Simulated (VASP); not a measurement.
Bi:

```xyz
2
Lattice="2.2675 1.3091 3.9380 -2.2675 1.3091 3.9380 0.0000 -2.6183 3.9380" Properties=species:S:1:pos:R:3 pbc="T T T"
Bi    0.0000    0.0000    2.7645
Bi    0.0000    0.0000    9.0495
```

| Property | Result |
| --- | --- |
| Program | VASP 6.6.1 |
| Task | relaxation of cell and atoms |
| Functional | PBEsol |
| Potentials or basis | VASP PAW PBE potentials, release 64 (Bi_d) |
| Cutoff | 600 eV |
| k mesh | 12 × 12 × 10 |
| Occupations | methfessel-paxton, width 0.1 eV |
| Spin | no spin polarisation |

At the start: pressure -0.2 GPa; volume 35.07 Å³/atom.

Question: Where does the relaxation end?

Answer: Over 14 steps the energy falls by 3.0 meV/atom and the volume is 34.38 Å³/atom (-2.0 %); space group R-3m (No. 166, to 0.05 Å).

The path:
```csv
step,energy change (eV),largest force (eV/Å),pressure (GPa),volume (Å³)
1,0.0000,0.1572,-0.23,70.14
2,-0.0026,0.1275,-0.02,69.62
3,-0.0042,0.0840,0.33,68.87
4,-0.0052,0.0084,-0.15,69.23
5,-0.0052,0.0038,-0.13,69.18
6,-0.0056,0.0052,-0.03,69.01
7,-0.0058,0.0145,0.03,68.80
8,-0.0058,0.0179,0.02,68.75
9,-0.0058,0.0218,0.02,68.66
10,-0.0058,0.0168,0.07,68.70
11,-0.0058,0.0158,0.06,68.73
12,-0.0059,0.0184,-0.06,68.84
13,-0.0059,0.0183,-0.04,68.84
14,-0.0059,0.0008,0.00,68.75
```

Final structure:
```yaml
crystal:
  lattice:
    - [2.26154, 1.30570, 3.88064]
    - [-2.26154, 1.30570, 3.88064]
    - [0.00000, -2.61140, 3.88064]
  atoms:
    - { symbol: Bi, position: [0.23694, 0.23694, 0.23694] }
    - { symbol: Bi, position: [0.76306, 0.76306, 0.76306] }
```

Caveat: the PAW data sets were made with another functional, which shifts forces and pressure a little.
